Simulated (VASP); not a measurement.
An input for Ansatz (written as the equivalent of a VASP run, and not itself run):

Ansatz 0.2 input:
```yaml
crystal:
  lattice:
    - [2.7769821, 0.0000000, 0.0000000]
    - [0.0000000, 2.7769821, 0.0000000]
    - [0.0000000, 0.0000000, 3.6629267]
  atoms:
    - { symbol: Cu, position: [0.0000000, 0.0000000, 0.0000000] }
    - { symbol: Au, position: [0.5000000, 0.5000000, 0.5000000] }
kpoints:
  mp_grid: { grid: [13, 13, 10] }
hamiltonian:
  xc: pbe
  pseudopotentials: { kind: paw }
scf:
  occupations: { method: methfessel_paxton, width: 0.1 }
  max_iter: 100
relax:
  max_steps: 40
  f_tol: 0.02
  cell: { p_target: 20 }
output: { forces: true, stress: true, eigenvalues: true }
```

Q: Translate this input to VASP (INCAR, KPOINTS, POSCAR, choice of POTCAR).

A: Several could match; the one computed here: 
### KPOINTS
```
Automatic mesh
0
Gamma
13 13 10
0 0 0
```

POSCAR:
```
CuAu
1
    2.7769820744     0.0000000000     0.0000000000
    0.0000000000     2.7769820744     0.0000000000
    0.0000000000     0.0000000000     3.6629267172
Cu Au
1 1
Direct
  0.0000000000   0.0000000000   0.0000000000
  0.5000000000   0.5000000000   0.5000000000
```

**INCAR**
```
IBRION = 2   # conjugate gradients
LWAVE = .FALSE.
ISMEAR = 1
LREAL = .FALSE.   # projection in real space or not
ISIF = 3   # ions, shape and volume
EDIFF = 1E-6
SYSTEM = CuAu
PREC = Accurate
LCHARG = .FALSE.
ALGO = Normal
ENCUT = 500   # plane-wave cut-off (eV)
LMAXMIX = 6   # l cut-off of mixed one-centre charges
GGA = PE   # PBE
NSW = 40   # most ionic steps
LASPH = .TRUE.
SIGMA = 0.1   # width (eV)
PSTRESS = 200   # kbar
NELM = 100
EDIFFG = -0.02
```

POTCAR, in this order: Cu Au (PBE.64 set). Program: vasp_std.

What does not carry over: each code has its own PAW files, so the cut-off isn't converted (ENCUT is set for VASP's; basis.ecutwfc is left out, and Ansatz then takes the one that its files recommend); Ansatz stops its SCF on the density residual and VASP on the energy change (EDIFF).

The compound is CuAu in the L1_0 structure. This run relaxes it under an external pressure of 20 GPa. Symmetry was kept, so distortions that lower it aren't found.
